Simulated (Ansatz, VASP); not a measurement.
# InF3: VASP beside Ansatz, part 2 of 2

One calculation is typed for both programs; each brings its own data sets. How far apart do they land? The cell is taken from a series of runs on this material, whose earlier steps may have relaxed, scaled, displaced or heated it; both programs get it as it stands.

VASP 6.6.1 and Ansatz 0.2.0.

So far. Step 2 (VASP: single point, LDA): The run ends at a pressure of -3.81 GPa, with forces up to 0.17 eV/Å.

### 6. Ansatz: single point, r2SCAN

Level of this step: Ansatz beside VASP: Kohn-Sham DFT, plane waves, r2SCAN (Ansatz).

The same cell, functional and mesh now go to Ansatz, which takes its cutoff from its data sets.

The cell is taken from a series of runs on this material, whose earlier steps may have relaxed, scaled, displaced or heated it; both programs get it as it stands.

Input file input.yaml:

```yaml
crystal:
  lattice:
    - [2.6021411829, 1.5023469124, 4.9075061345]
    - [-2.6021411829, 1.5023469124, 4.9075061345]
    - [0.0, -3.0046938249, 4.9075061345]
  atoms:
    - { symbol: In, position: [0.5, 0.5, 0.5] }
    - { symbol: In, position: [0.0, 0.0, 0.0] }
    - { symbol: F, position: [0.39570922, 0.75, 0.10429078] }
    - { symbol: F, position: [0.75, 0.10429078, 0.39570922] }
    - { symbol: F, position: [0.89570922, 0.60429078, 0.25] }
    - { symbol: F, position: [0.25, 0.89570922, 0.60429078] }
    - { symbol: F, position: [0.60429078, 0.25, 0.89570922] }
    - { symbol: F, position: [0.10429078, 0.39570922, 0.75] }
kpoints:
  mp_grid: { grid: [6, 6, 6] }
  band_path:
    path:
      - [0.0, 0.0, 0.0]
      - [0.5, 0.5, 0.5]
      - [0.77085528, 0.22914472, 0.5]
      - [0.5, -0.22914472, 0.22914472]
      - [0.5, 0.0, 0.0]
      - [0.36457236, -0.36457236, 0.0]
      - [0.63542764, 0.0, 0.36457236]
      - [0.5, 0.0, 0.5]
    npoints: 1
hamiltonian:
  xc: r2scan
scf:
  occupations: { method: fixed }
  n_extra_bands: 6
output:
  eigenvalues: true
  write_density: true
  write_potential: true
  elf: true
  volumetric_format: npy
```

Command:

```bash
ansatz run input.yaml --threads 3 --pin off --max-ram 92160MiB --backend cuda --devices 1 --max-vram 13GiB --events-out ev --progress --plain --runs-dir out
```

Numbers of over 12 decimals in the logs are rounded to 6 here.

What it wrote:

```text
[...]
GPUs: using 1 of 1 available (devices: 1).
[...]
GPU FFT provider: cuFFT
GPU libraries: cuBLAS 13.8.2, cuFFT 12.4.0, cuSOLVER 12.3.4
Crystal: 8 atoms, lattice volume = 115.110 Å³
Basis set: ecut = 500 eV, 2957 PW (Γ), exchange–correlation on 180×180×180 points (64 copies of the dense FFT grid, shifted against one another)
[...]
--- Band table (eV; the first three rows and the last of 32) ---
  k-point 0: bands = [... 30 lower, 0.8675, 0.8675, 0.9824, 0.9824, 6.0961, 11.7303, 12.7201, 13.9119, ... 2 higher]
  k-point 1: bands = [... 30 lower, 0.8306, 0.8410, 0.9013, 0.9604, 6.5088, 11.1820, 13.0415, 13.4914, ... 2 higher]
  k-point 2: bands = [... 30 lower, 0.7271, 0.7408, 0.8707, 0.9154, 7.5183, 10.0602, 13.1406, 13.6350, ... 2 higher]
  k-point 31: bands = [... 30 lower, 0.8822, 0.8822, 0.8822, 0.8822, 8.5546, 8.5546, 13.9902, 13.9902, ... 2 higher]
[key lines of the parts left out:]
SCF converged after 7 iterations
Free energy (F): -16087.199012 eV
Fermi energy:    1.012765 eV
```

### 7. Comparison

What differs besides the data sets and the points named for the pairs above, as far as they apply: VASP keeps PBE cores, Ansatz makes them for the functional; fixed occupations in Ansatz, narrow Gaussian smearing in VASP; the cutoff is 500 eV in Ansatz and 580 eV in VASP. Total energies have different zeros and are not compared.

Both answers:

| quantity | Ansatz | VASP | difference |
| --- | --- | --- | --- |
| gap on the k mesh (eV) | 5.083 | 5.070 | +0.013 |

A gap on the mesh is an upper bound, since the band edges may lie between its points.

### 8. VASP: single point, LDA, spin-orbit coupling

With cell and atoms fixed, the geometry can't cause a difference; cores, projectors, grids and the points listed under the comparison can.

Input file INCAR:

```
SYSTEM = InF3
PREC = Accurate
ENCUT = 520
EDIFF = 1E-06
NELM = 200
ISMEAR = 0
SIGMA = 0.01
LREAL = .FALSE.
ALGO = Normal
GGA = PW92
LNONCOLLINEAR = .TRUE.
MAGMOM = 0 0 0 0 0 0 0 0 0 0 0 0 0 0 0 0 0 0 0 0 0 0 0 0
NBANDS = 84
GGA_COMPAT = .FALSE.
LASPH = .TRUE.
LSORBIT = .TRUE.
LORBIT = 11
LWAVE = .FALSE.
LCHARG = .FALSE.
ISIF = 2
EFERMI = MIDGAP
KPAR = 2
```

Input file POSCAR:

```
InF3
1.0
    2.6021411829      1.5023469124      4.9075061345
   -2.6021411829      1.5023469124      4.9075061345
    0.0000000000     -3.0046938249      4.9075061345
In F
2 6
Direct
    0.5000000000      0.5000000000      0.5000000000
    1.0000000000      0.0000000000      0.0000000000
    0.3957092200      0.7500000000      0.1042907800
    0.7500000000      0.1042907800      0.3957092200
    0.8957092200      0.6042907800      0.2500000000
    0.2500000000      0.8957092200      0.6042907800
    0.6042907800      0.2500000000      0.8957092200
    0.1042907800      0.3957092200      0.7500000000
```

Input file KPOINTS:

```
Automatic mesh
0
Gamma
6 6 6
0 0 0
```

PAW data sets: In_d and F (LDA family, release 64).

Command:

```bash
mpirun -np 2 vasp_ncl
```

What it wrote:

```text
[banner, memory and clock lines left out]
running    2 mpi-ranks, on    1 nodes
[...]
[... a notice as in an earlier step ...]

 LDA part: xc-table for (Slater(with rela. corr.)+PW92), standard interpolation
 POSCAR, INCAR and KPOINTS ok, starting setup
[...]
entering main loop
       N       E                     dE             d eps       ncg     rms          rms(c)
DAV:   1     0.113555785756E+04    0.11356E+04   -0.31646E+04  5508   0.207E+03
DAV:   2     0.181839093850E+03   -0.95372E+03   -0.90550E+03  5960   0.623E+02
DAV:   3    -0.274002982284E+02   -0.20924E+03   -0.20375E+03  5652   0.280E+02
DAV:   4    -0.442849300157E+02   -0.16885E+02   -0.16686E+02  7192   0.886E+01
[...]
DAV:  11    -0.403828750229E+02   -0.30579E-04   -0.31295E-04  8384   0.150E-01    0.126E-01
DAV:  12    -0.403828823676E+02   -0.73447E-05   -0.28518E-05  8292   0.614E-02    0.114E-02
DAV:  13    -0.403828821479E+02    0.21968E-06   -0.39698E-06  6456   0.180E-02
   1 F= -.40382882E+02 E0= -.40382882E+02  d E =0.000000E+00  mag=     0.0000    -0.0000    -0.0000
```

Parts of OUTCAR (step 8):

```text
  Total       -2.6727864     -2.6727864     -2.9227802      0.0000000      0.0000000      0.0000000
  in kB      -37.2016021    -37.2016021    -40.6811806      0.0000000      0.0000000      0.0000000
  external PRESSURE =     -38.3614616 kB  Pullay stress =       0.0000000 kB

 POSITION                                       TOTAL-FORCE (eV/Angst)
 -----------------------------------------------------------------------------------
      0.00000     -0.00000      7.36126        -0.000000     -0.000000      0.000000
      0.00000      0.00000      0.00000        -0.000000     -0.000000      0.000000
     -0.92191      1.40789      6.13438        -0.084540     -0.146428      0.000000
      1.68023      0.09446      6.13438        -0.084540      0.146428      0.000000
      0.75831      1.50235      8.58814        -0.169081     -0.000000     -0.000000
     -1.68023     -0.09446      8.58814         0.084540     -0.146428      0.000000
      0.92191     -1.40789      8.58814         0.084540      0.146428      0.000000
     -0.75831     -1.50235      6.13438         0.169081     -0.000000      0.000000
 -----------------------------------------------------------------------------------
    total drift:                               -0.000000     -0.000000      0.000000

  FREE ENERGIE OF THE ION-ELECTRON SYSTEM (eV)
  ---------------------------------------------------
  free  energy   TOTEN  =       -40.3828821479 eV

  energy  without entropy=      -40.3828821479  energy(sigma->0) =      -40.38288215

 magnetization (x)
# of ion       s       p       d       tot
------------------------------------------
    1       -0.000   0.000   0.000  -0.000
    2       -0.000  -0.000   0.000  -0.000
    3        0.000   0.000   0.000   0.000
    4        0.000   0.000   0.000   0.000
    5       -0.000  -0.000   0.000  -0.000
    6        0.000   0.000   0.000   0.000
    7        0.000   0.000   0.000   0.000
    8       -0.000  -0.000   0.000  -0.000
--------------------------------------------------
tot         -0.000   0.000   0.000  -0.000

 magnetization (y)
# of ion       s       p       d       tot
------------------------------------------
    1       -0.000   0.000   0.000   0.000
    2        0.000  -0.000  -0.000  -0.000
    3        0.000   0.000   0.000   0.000
    4       -0.000  -0.000   0.000  -0.000
    5        0.000   0.000   0.000   0.000
    6       -0.000  -0.000   0.000  -0.000
    7        0.000   0.000   0.000   0.000
    8        0.000   0.000   0.000   0.000
--------------------------------------------------
tot         -0.000  -0.000   0.000  -0.000

 magnetization (z)
# of ion       s       p       d       tot
------------------------------------------
    1        0.000  -0.000  -0.000  -0.000
    2       -0.000   0.000   0.000   0.000
    3        0.000   0.000   0.000   0.000
    4        0.000  -0.000   0.000  -0.000
    5        0.000   0.000   0.000   0.000
    6       -0.000  -0.000   0.000  -0.000
    7        0.000   0.000   0.000   0.000
    8        0.000   0.000   0.000   0.000
--------------------------------------------------
tot          0.000  -0.000   0.000   0.000

[... 1 part as in an earlier step ...]

[... 2 further parts left out ...]
[key lines of the parts left out:]
E-fermi :   0.7125
```

The run ends at a pressure of -3.84 GPa, with forces up to 0.17 eV/Å.

### 9. Ansatz: single point, LDA, spin-orbit coupling

The same cell, functional (in two slightly different forms) and mesh now go to Ansatz, which takes its cutoff from its data sets.

The cell is taken from a series of runs on this material, whose earlier steps may have relaxed, scaled, displaced or heated it; both programs get it as it stands.

Changes to input.yaml since step 6:

```diff
@@ -28,6 +28,9 @@
 hamiltonian:
-  xc: r2scan
+  xc: lda
 scf:
   occupations: { method: fixed }
-  n_extra_bands: 6
+  n_extra_bands: 12
+magnetization:
+  noncollinear: true
+  spin_orbit: true
 output:
```

Command:

```bash
ansatz run input.yaml --threads 3 --pin off --max-ram 92160MiB --backend cuda --devices 1 --max-vram 13GiB --events-out ev --progress --plain --runs-dir out
```

What it wrote:

```text
[...]
GPUs: using 1 of 1 available (devices: 1).
[...]
non-collinear run that drives no moment, with spin-orbit: no starting moment large enough to seed its density (crystal.atoms[].spin), no starting occupations that ask for one, no magnetisation constraint and no magnetic field, so the semilocal B_xc is pinned to zero
[...]
GPU FFT provider: cuFFT
[...]
k-point 0: bands = [... 64 lower, 1.1648, 1.1648, 1.1937, 1.1937, 5.2290, 5.2290, 10.6628, 10.6628, ... 8 higher]
  k-point 1: bands = [... 64 lower, 1.1113, 1.1113, 1.1709, 1.1709, 5.6486, 5.6486, 10.1288, 10.1288, ... 8 higher]
  k-point 2: bands = [... 64 lower, 1.0839, 1.0839, 1.1273, 1.1273, 6.6400, 6.6400, 9.0587, 9.0587, ... 8 higher]
  k-point 31: bands = [... 64 lower, 1.1023, 1.1023, 1.1023, 1.1023, 7.6507, 7.6507, 7.6507, 7.6507, ... 8 higher]
[key lines of the parts left out:]
SCF converged after 8 iterations
Magnetization: |M| = 0.0000 μB,  M = (+0.0000, +0.0000, +0.0000) μB
Free energy (F): -15683.538199 eV
Fermi energy:    1.214359 eV
```

### 10. Side by side

What differs besides the data sets and the points named for the pairs above, as far as they apply: spin-orbit coupling enters by fully relativistic files in Ansatz and inside the spheres in VASP. Total energies have different zeros and are not compared.

The two programs side by side:

| quantity | Ansatz | VASP | difference |
| --- | --- | --- | --- |
| gap on the k mesh (eV) | 4.015 | 4.010 | +0.004 |

A gap on the mesh is an upper bound, since the band edges may lie between its points.

### 11. Summary of results

| Property | Result |
| --- | --- |
| difference in gap on the k mesh (single point, LDA) | 0.0029 eV |
| difference in gap on the k mesh (single point, r2SCAN) | 0.013 eV |
| difference in gap on the k mesh (single point, LDA, spin-orbit coupling) | 0.0044 eV |

**Reading.** The difference in gap on the k mesh is 0.013 eV (single point, r2SCAN), within the 0.08 eV picked in this series as the mark of a large difference. How closely two codes agree says nothing of how well the functional describes the real material.

[Lines on the potential files, build, host, timing and source positions are cut from VASP's logs without a mark.]

[Logs are printed without paths, hosts, clocks, repeated set-up lines and the standing remarks that a program may print on its own settings, such as how far it seeks lower states.]

[Hosts, paths, dates, database ids (printed as entryN), source tags and the programs' standing remarks are cut or masked in the printed files.]
